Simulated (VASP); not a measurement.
NiO (rock salt, AFM-II order) relaxed at rising pressure, in one space group throughout; other phases were not tried. The pressures are those reached. All values below come from PBE GGA, VASP's PBE PAW potentials (set 64) (plane waves; VASP).

| P (GPa) | V (Å³/atom) | k-mesh |
|---|---|---|
| -0.27 | 9.201 | 9×9×9 |
| 4.96 | 8.971 | 9×9×9 |
| 10.16 | 8.779 | 9×9×9 |
| 19.90 | 8.450 | 9×9×9 |
| 29.85 | 8.176 | 9×9×9 |

Q: Fit an equation of state and predict the volume at 44.64 GPa.

A: Least squares on the third-order Birch-Murnaghan form, P = (3B0/2)(y⁷ − y⁵)[1 + (3/4)(B′ − 4)(y² − 1)] with y = (V0/V)^(1/3), gives V0 = 9.188 Å³/atom, B0 = 200 GPa and B′ = 4.2, and so 7.832 Å³/atom. The run gave 7.841 Å³/atom, +0.1 % from the fit.

Pressures at which the relaxation failed are left out.

The compound is NiO in the rock salt, AFM-II order structure. The spin order is the one that the start imposed; others were not tried in this run.
